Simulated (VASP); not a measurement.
# Band edges against the vacuum: GaAs(110), part 3 of 3

Where do the bulk band edges lie against the vacuum outside GaAs(110)?

VASP 6.6.1; r2SCAN; plane waves and PAW (Ga, As).

So far, gap on the k-mesh (eV): step 3 (band edges of the bulk) 0.985.

## Step 5: Vacuum level and density of states

A static run writes the electrostatic potential without exchange and correlation (LVHAR), which is flat in the vacuum and gives the level to count from. The dipole correction cancels the field that unlike faces would set up across the vacuum.

INCAR reads:

```
SYSTEM = GaAs
PREC = Normal
ENCUT = 320
EDIFF = 1E-06
NELM = 120
ISMEAR = 0
SIGMA = 0.03
LREAL = Auto
ALGO = Normal
METAGGA = R2SCAN
LASPH = .TRUE.
NBANDS = 54
LORBIT = 11
LWAVE = .FALSE.
LCHARG = .TRUE.
KPAR = 2
IDIPOL = 3
LDIPOL = .TRUE.
DIPOL = 0.5 0.5 0.5
LVHAR = .TRUE.
LVACPOTAV = .TRUE.
NEDOS = 1500
```

POSCAR reads:

```
GaAs
1.0
    4.0095893759      0.0000000000      0.0000000000
    0.0000000000      5.6704156750      0.0000000000
    0.0000000000      0.0000000000     32.0383575038
Ga As
9 9
Direct
    0.0000000000      0.0599909667      0.2634015997
    0.5000000000      0.4845472988      0.3090600571
    0.0000000000      0.9903218760      0.3754910265
    0.5000000000      0.4890770436      0.4370746314
    0.0000000000      0.9904928708      0.5000000000
    0.5000000000      0.4890770436      0.5629253686
    0.0000000000      0.9903218760      0.6245089735
    0.5000000000      0.4845472988      0.6909399429
    0.0000000000      0.0599909667      0.7365984003
    0.0000000000      0.7359355808      0.3126241982
    0.5000000000      0.2680837077      0.2419579923
    0.0000000000      0.7392212879      0.4377170018
    0.5000000000      0.2423314360      0.3738424717
    0.0000000000      0.7392212879      0.5622829982
    0.5000000000      0.2404887342      0.5000000000
    0.0000000000      0.7359355808      0.6873758018
    0.5000000000      0.2423314360      0.6261575283
    0.5000000000      0.2680837077      0.7580420077
```

KPOINTS reads:

```
Automatic mesh
0
Gamma
6 4 1
0 0 0
```

KPOINTS_OPT reads:

```
Line mode
14
Line-mode
Reciprocal
  0.00000000   0.00000000   0.00000000 GAMMA
  0.50000000   0.00000000   0.00000000 X

  0.50000000   0.00000000   0.00000000 X
  0.50000000   0.50000000   0.00000000 S

  0.50000000   0.50000000   0.00000000 S
  0.00000000   0.50000000   0.00000000 Y

  0.00000000   0.50000000   0.00000000 Y
  0.00000000   0.00000000   0.00000000 GAMMA

  0.00000000   0.00000000   0.00000000 GAMMA
  0.50000000   0.50000000   0.00000000 S
```

The projector-augmented-wave data sets are Ga and As (PBE family, release 64).

Started as:

```console
$ mpirun -np 4 vasp_std
```

The program printed:

```text
[banner, memory and clock lines left out]
running    4 mpi-ranks, on    1 nodes
 distrk:  each k-point on    2 cores,    2 groups
 distr:  one band on    1 cores,    2 groups

 POSCAR found type information on POSCAR GaAs
 POSCAR found :  2 types and      18 ions
 [... a notice as in an earlier step ...]

 LDA part: xc-table for (None), standard interpolation
 POSCAR, INCAR and KPOINTS ok, starting setup
 FFT: planning ... GRIDC
 FFT: planning ... GRID_SOFT
 FFT: planning ... GRID
 WAVECAR not read
 entering main loop
       N       E                     dE             d eps       ncg     rms          rms(c)
DAV:   1     0.136765084656E+03    0.13677E+03   -0.19116E+04  1304   0.704E+02
DAV:   2    -0.214931563981E+03   -0.35170E+03   -0.33967E+03  1728   0.154E+02
DAV:   3    -0.249461022187E+03   -0.34529E+02   -0.34126E+02  1600   0.507E+01
DAV:   4    -0.250634486456E+03   -0.11735E+01   -0.11697E+01  1680   0.105E+01
DAV:   5    -0.250673590352E+03   -0.39104E-01   -0.39088E-01  1668   0.181E+00    0.118E+01
DAV:   6    -0.241548970808E+03    0.91246E+01   -0.30573E+00  1492   0.563E+00    0.761E+00
DAV:   7    -0.241518466357E+03    0.30504E-01   -0.24499E+00  1602   0.409E+00    0.131E+00
DAV:   8    -0.241473771254E+03    0.44695E-01   -0.29707E-01  1520   0.169E+00    0.727E-01
DAV:   9    -0.241480700266E+03   -0.69290E-02   -0.30585E-02  1538   0.534E-01    0.160E-01
DAV:  10    -0.241481922502E+03   -0.12222E-02   -0.19754E-03  1640   0.146E-01    0.999E-02
DAV:  11    -0.241485436642E+03   -0.35141E-02   -0.22206E-03  1500   0.149E-01    0.333E-02
DAV:  12    -0.241486270843E+03   -0.83420E-03   -0.20824E-04  1648   0.444E-02    0.252E-02
DAV:  13    -0.241487863872E+03   -0.15930E-02   -0.68523E-04  1554   0.748E-02    0.142E-02
DAV:  14    -0.241488275553E+03   -0.41168E-03   -0.79702E-05  1650   0.268E-02    0.100E-02
DAV:  15    -0.241488548899E+03   -0.27335E-03   -0.32120E-05  1570   0.188E-02    0.430E-03
DAV:  16    -0.241488676854E+03   -0.12796E-03   -0.24668E-05  1564   0.151E-02    0.463E-03
DAV:  17    -0.241488721104E+03   -0.44249E-04   -0.42499E-06  1330   0.769E-03    0.245E-03
DAV:  18    -0.241488776057E+03   -0.54953E-04   -0.12129E-05  1500   0.105E-02    0.148E-03
DAV:  19    -0.241488809926E+03   -0.33869E-04   -0.43564E-06  1294   0.736E-03    0.831E-04
DAV:  20    -0.241488831897E+03   -0.21970E-04   -0.17522E-06  1222   0.523E-03    0.689E-04
DAV:  21    -0.241488846628E+03   -0.14731E-04   -0.12483E-06  1190   0.472E-03    0.398E-04
DAV:  22    -0.241488855128E+03   -0.84999E-05   -0.87870E-07  1122   0.450E-03    0.186E-04
DAV:  23    -0.241488856177E+03   -0.10496E-05   -0.25232E-07  1020   0.283E-03    0.114E-04
DAV:  24    -0.241488857221E+03   -0.10440E-05   -0.18599E-07  1002   0.236E-03    0.625E-05
DAV:  25    -0.241488857225E+03   -0.32105E-08   -0.47844E-08  1004   0.121E-03
|                                                                             |
|           W    W    AA    RRRRR   N    N  II  N    N   GGGG   !!!           |
|           W    W   A  A   R    R  NN   N  II  NN   N  G    G  !!!           |
|           W    W  A    A  R    R  N N  N  II  N N  N  G       !!!           |
|           W WW W  AAAAAA  RRRRR   N  N N  II  N  N N  G  GGG   !            |
|           WW  WW  A    A  R   R   N   NN  II  N   NN  G    G                |
|           W    W  A    A  R    R  N    N  II  N    N   GGGG   !!!           |
|                                                                             |
|     Did not find any points to average over, which means that no vacuum     |
|     field-free region was found. Please increase the size of  your cell     |
|     in the dimension of the dipole correction to obtain accurate            |
|     workfunction values.                                                    |
|                                                                             |

   1 F= -.24148886E+03 E0= -.24148886E+03  d E =-.237302E-12
 Start KPOINTS_OPT (optional k-point list driver)
k-point batch [1-12\70]
       N       E                     dE             ncg
DAV:   1    -0.689410142401E+03   -0.75449E+04     1296
DAV:   2    -0.487861196595E+04   -0.41892E+04     1752
DAV:   3    -0.529534634347E+04   -0.41673E+03     1576
DAV:   4    -0.530907298156E+04   -0.13727E+02     1728
DAV:   5    -0.530938517919E+04   -0.31220E+00     1652
DAV:   6    -0.530939660492E+04   -0.11426E-01     1752
DAV:   7    -0.530939700290E+04   -0.39798E-03     1660
DAV:   8    -0.530939702211E+04   -0.19208E-04     1608
DAV:   9    -0.530939702298E+04   -0.86644E-06     1188
[...]
k-point batch [61-70\70]
       N       E                     dE             ncg
DAV:   1    -0.519973490408E+03   -0.12565E+05     1080
DAV:   2    -0.398133105531E+04   -0.34614E+04     1490
DAV:   3    -0.429987257225E+04   -0.31854E+03     1296
DAV:   4    -0.430942144443E+04   -0.95489E+01     1424
DAV:   5    -0.430969374554E+04   -0.27230E+00     1378
DAV:   6    -0.430970532224E+04   -0.11577E-01     1448
DAV:   7    -0.430970579773E+04   -0.47549E-03     1394
DAV:   8    -0.430970581981E+04   -0.22079E-04     1448
DAV:   9    -0.430970582076E+04   -0.94433E-06     1066
```

Run time: 9.4 min. Hardware: 4 MPI ranks of Intel Xeon Platinum 8259CL at 2.50GHz (Skylake/Cascade Lake), shared host; peak memory 1.3 GiB.

OUTCAR, selected parts (step 5):

```text
   NELECT =      72.0000    total number of electrons

 dipolmoment           0.000000      0.000000      0.000000 electrons x Angstroem

 E-fermi :  -0.7723

 k-point     1 :       0.0000    0.0000    0.0000
  band No.  band energies     occupation
    ...
     32      -1.2557      2.00000
     33      -1.2317      2.00000
     34      -1.1244      2.00000
     35      -1.0186      2.00000
     36      -0.9124      2.00000
     37       0.3720      0.00000
     38       0.9620      0.00000
     39       1.0288      0.00000
     40       1.1330      0.00000
     41       1.1966      0.00000
    ...

  Total       -2.3843068     -1.2181399     -0.4666167      0.0000000      0.0000000      0.0000000
  in kB       -5.2443018     -2.6793085     -1.0263272      0.0000000      0.0000000      0.0000000
  external PRESSURE =      -2.9833125 kB  Pullay stress =       0.0000000 kB

 POSITION                                       TOTAL-FORCE (eV/Angst)
 -----------------------------------------------------------------------------------
      0.00000      0.34017      8.43895         0.000000     -0.009386      0.003328
      2.00479      2.74758      9.90178         0.000000      0.008541      0.023791
      0.00000      5.61554     12.03012        -0.000000     -0.000755     -0.003503
      2.00479      2.77327     14.00315        -0.000000      0.004433     -0.021230
      0.00000      5.61651     16.01918        -0.000000      0.002960      0.000000
      2.00479      2.77327     18.03520         0.000000      0.004433      0.021230
      0.00000      5.61554     20.00824        -0.000000     -0.000755      0.003503
      2.00479      2.74758     22.13658        -0.000000      0.008541     -0.023791
      0.00000      0.34017     23.59940         0.000000     -0.009386     -0.003328
      0.00000      4.17306     10.01597        -0.000000      0.005989     -0.007610
      2.00479      1.52015      7.75194        -0.000000     -0.002197      0.016879
      0.00000      4.19169     14.02373        -0.000000      0.003021     -0.011708
      2.00479      1.37412     11.97730         0.000000     -0.007239      0.009517
      0.00000      4.19169     18.01462        -0.000000      0.003021      0.011708
      2.00479      1.36367     16.01918        -0.000000     -0.007773      0.000000
      0.00000      4.17306     22.02239         0.000000      0.005989      0.007610
      2.00479      1.37412     20.06106        -0.000000     -0.007239     -0.009517
      2.00479      1.52015     24.28642        -0.000000     -0.002197     -0.016879
 -----------------------------------------------------------------------------------
    total drift:                               -0.000000     -0.028227     -0.000004

  FREE ENERGIE OF THE ION-ELECTRON SYSTEM (eV)
  ---------------------------------------------------
  free  energy   TOTEN  =      -241.4888572245 eV

  energy  without entropy=     -241.4888572245  energy(sigma->0) =     -241.48885722

 vacuum level on the upper side and lower side of the slab         4.249         4.249

[... 8 parts as in an earlier step ...]

[... 9 further parts left out ...]
```

This step gave:

* electronic cycles: 25
* free energy (TOTEN): -241.4889 eV
* Fermi energy: -0.7723 eV
* least gap on mesh and path: 1.177 eV
* least direct gap on mesh and path: 1.284 eV
* vacuum levels: 4.249, 4.249 eV
* ionisation potentials of the upper and lower face: 5.161, 5.161 eV
* electron affinities of the upper and lower face: 3.984, 3.984 eV

The electronic bands at the labelled points (eV, zero at the valence-band top; v1 is the highest filled band, c1 the lowest empty one):

```csv
point,v4,v3,v2,v1,c1,c2,c3,c4
Γ,-0.32,-0.21,-0.11,0.00,1.28,1.87,1.94,2.05
0.46 of the way,-1.25,-1.11,-0.88,-0.49,2.00,2.18,2.60,2.67
X,-1.75,-1.46,-1.14,-0.98,1.18,1.23,2.00,2.18
0.46 of the way,-1.48,-1.48,-1.05,-0.92,1.49,1.60,2.42,2.48
S,-1.38,-1.24,-0.90,-0.80,1.28,1.81,1.93,2.91
0.46 of the way,-1.17,-1.14,-0.82,-0.80,2.19,2.31,2.66,2.96
Y,-1.09,-1.06,-0.89,-0.87,1.38,1.57,1.60,2.06
0.46 of the way,-0.67,-0.66,-0.54,-0.53,1.69,1.77,1.90,2.07
Γ,-0.32,-0.21,-0.11,0.00,1.28,1.87,1.94,2.05
0.54 of the way,-1.19,-1.03,-0.75,-0.64,1.82,2.07,2.41,2.71
S,-1.38,-1.24,-0.90,-0.80,1.28,1.81,1.93,2.91
```

Of the projections kept (Ga, As), the largest for each band there; the rest of the weight can lie on other orbitals:

```
point       v4       v3       v2       v1       c1       c2       c3       c4
    Γ  As 0.70  As 0.66  As 0.66  As 0.68  Ga 0.54  Ga 0.66  Ga 0.51  Ga 0.61
    X  As 0.57  As 0.56  As 0.66  As 0.66  Ga 0.81  Ga 0.83  Ga 0.65  Ga 0.69
    S  As 0.57  As 0.59  As 0.64  As 0.68  Ga 0.72  Ga 0.70  Ga 0.57  Ga 0.66
    Y  As 0.57  As 0.57  As 0.62  As 0.63  Ga 0.70  Ga 0.73  Ga 0.63  Ga 0.56
    Γ  As 0.70  As 0.66  As 0.66  As 0.68  Ga 0.54  Ga 0.66  Ga 0.51  Ga 0.61
    S  As 0.57  As 0.59  As 0.64  As 0.68  Ga 0.72  Ga 0.70  Ga 0.57  Ga 0.66
```

The planar average of the electrostatic potential oscillates, so the rows of the table below give means over windows of 2.06 Å about each position, cut where the curve ends. Its maxima inside the range that stand out by 2 % of the span (Å: eV): 8.7: -0.263, 11.0: 0.537, 13.0: 0.204, 15.0: 0.234, 16.0: -3.75, 17.0: 0.234, 19.0: 0.204, 21.1: 0.537, 23.3: -0.263. Its minima: 7.9: -3.91, 10.3: -4.28, 11.7: -3.99, 14.3: -4.02, 15.8: -3.95, 16.2: -3.95, 17.7: -4.02, 20.4: -3.99, 21.7: -4.28, 24.1: -3.91.

Zero at the Fermi level. Table of planar average of the electrostatic potential by height; means over each step:

| height (Å) | planar average of the electrostatic potential (eV) |
| --- | --- |
| 1.03 | 5.02 |
| 3.09 | 5.02 |
| 5.15 | 4.97 |
| 7.21 | 0.286 |
| 9.27 | -2.59 |
| 11.33 | -2.50 |
| 13.39 | -2.50 |
| 15.45 | -2.56 |
| 17.51 | -2.55 |
| 19.57 | -2.47 |
| 21.63 | -2.64 |
| 23.69 | -2.13 |
| 25.75 | 3.84 |
| 27.81 | 5.02 |
| 29.87 | 5.02 |

Density of states in the PAW spheres, an atom over height of the layer and energy from the Fermi level.

Ten even steps from '0' (0.00 states/eV) to '9' (0.88 states/eV), each cell a mean:
```
00000000000000
00000000000000
10011111011001
42132212123124
84243222244248
63444444444436
63544444444536
44555666565544
22445444454422
22344333434322
22343444434322
11222222222211
01100010000110
12110000001121
12111121111121
12211111101221
14312111311341
26734333523762
15736888933751
00001111100000
00000000000000
00000000000000
```
Columns: height of the layer (Å) from 7.8 to 24.3 (not evenly spaced); rows upwards: energy from the Fermi level (eV) from -7.9 to 0.5.

Electrostatic potential energy in the cb plane at fractional x = 0.000, with atoms of Ga and As within 0.2 Å of it. With pseudopotentials it is smooth inside the atoms' cores, unlike the true potential.

Ten even steps from '0' (-35 eV) to '9' (4 eV), each cell a mean:
```
99999999999999999999854555788875898578888758
99999999999999999999986667633675565576335755
99999999999999999999999886000167666761000676
99999999999999999999999984043048888850330488
99999999999999999999999985011058999850010589
99999999999999999999999997311479999974114799
99999999999999999999999998877899999998778999
99999999999999999999999999999999999999999999
99999999999999999999999999999999999999999999
99999999999999999999999999999999999999999999
99999999999999999999998888999999999999999999
99999999999999999999976557899999888999999998
99999999999999999999855764789987656789999976
99999999999999999999748995689985575589999855
99999999999999999999748985689875899579999758
```
Columns run along c (16.0 Å, from fractional 0.00 to 0.50 of the cell; values clipped at the 3rd and 97th percentile), rows up along b (5.7 Å). Atoms in or near the plane, at fractional coordinates: Ga at (0.26, 0.06), Ga at (0.38, 0.99), Ga at (0.50, 0.99), As at (0.31, 0.74), As at (0.44, 0.74).

Valence density in the cb plane at fractional x = 0.000, with atoms of Ga and As within 0.2 Å of it. It is the smooth field of the valence electrons, not physical close to the nuclei.

Ten even steps from '0' (-0.12 e/Å³) to '9' (0.63 e/Å³), each cell a mean:
```
11111111111111111111233456655554312555555553
11111111111111111111223467998876434678888764
11111111111111111111122358966986444689669964
11111111111111111111112348700885333588007853
11111111111111111111111247834874222468448742
11111111111111111111111235788753222357887532
11111111111111111111111123566432111234664321
11111111111111111111111122333222111222333221
11111111111111111111111122222221111122222211
11111111111111111111222222221111222111111112
11111111111111111111223322211122222211111122
11111111111111111112234433221122333221111223
11111111111111111112344333222223444322112234
11111111111111111112342123322234433432222344
11111111111111111112233224433344212443333442
```
Columns run along c (16.0 Å, from fractional 0.00 to 0.50 of the cell), rows up along b (5.7 Å). Atoms in or near the plane, at fractional coordinates: Ga at (0.26, 0.06), Ga at (0.38, 0.99), Ga at (0.50, 0.99), As at (0.31, 0.74), As at (0.44, 0.74).

The map of layer states is cut here 0.5 eV above the Fermi level, so it leaves out the states above that.

The vacuum level lies 5.16 eV above the highest filled level at the upper face; both faces agree, as the slab has next to no dipole.

The program found no field-free point at its default tolerance, but its printed level agrees with the flat part of the planar average.

## Step 6: Lining up bulk and slab

This step: band edges against the vacuum, r2SCAN; plane waves and PAW (VASP 6.6.1).

This step runs nothing: it gathers the runs above.

This step gave:

| Property | Result |
| --- | --- |
| ionisation energy | 5.147 eV |
| offset spread | 0.008700 eV |
| bulk gap | 0.9855 eV |
| slab gap | 1.177 eV |
| electron affinity | 4.162 eV |
| buckling | 0.6870 Å |
| tilt | 30.21 degree |
| surface energy, relaxed | 0.7376 J/m² |

The averaged core potentials of the four middle atoms lie -3.301 eV from those of the bulk run. The bulk valence top (2.403 eV), moved by that offset, is taken from the upper vacuum level (4.249 eV).

## Step 7: Results

```
ionisation energy       : 5.15 eV
electron affinity       : 4.16 eV
buckling                : 0.687 Å
surface energy, relaxed : 0.738 J/m²
```

The bulk valence-band top lies 5.15 eV below the vacuum of GaAs(110), and the conduction-band bottom 4.16 eV. The top layer buckles by 0.69 Å, a tilt of 30°, with As outermost, as the anion takes the dangling-bond electrons and the cation flattens towards sp². The surface costs 0.74 J/m². The slab's least gap is 1.18 eV, against 0.99 eV in the bulk. Confinement widens it, surface states can narrow it, and the two gaps need not lie at the same wave vector; the faces' own affinities count to the slab's lowest empty state. The offsets of the four middle atoms spread by 0.01 eV; a shift common to all four would not show in it. One thickness was run. Semilocal band edges put the valence top too high and the gap too small. Spin-orbit coupling, left out here, would raise the valence top further.

Calculation against experiment:

```
                  quantity  measured           r2SCAN
    lattice constant a (Å)     5.653   5.670 (+0.3 %)
band gap (direct gap) (eV)     1.418  0.99 (-0.43 eV)
```

Measured values from pmc:9457441 (2022) and arxiv:0805.2212 (2008).

**Verdict.** The lattice constant a is off by +0.3 %: good agreement. The band gap is off by -0.43 eV: a clear miss. Local and semilocal functionals usually give gaps below the measured ones. An optical gap can lie under the band gap by the exciton's binding. Zero-point and thermal motion shift the measured gap. The grades are ours: good and fair within 0.7 and 1.5 % for the lattice constant a. For lattice constants the calculation has a static lattice, without zero-point motion or thermal expansion. As a rule both would widen the computed cell, so the excess over experiment is if anything larger than shown.

[Lines on the potential files, build, host, timing and source positions are cut from VASP's logs without a mark.]

[Logs are printed without paths, hosts, clocks, repeated set-up lines and the standing remarks that a program may print on its own settings, such as how far it seeks lower states.]

[Hosts, paths, dates, database ids (printed as entryN), source tags and the programs' standing remarks are cut or masked in the printed files.]

[Runs that stopped without an error message from VASP are left out.]
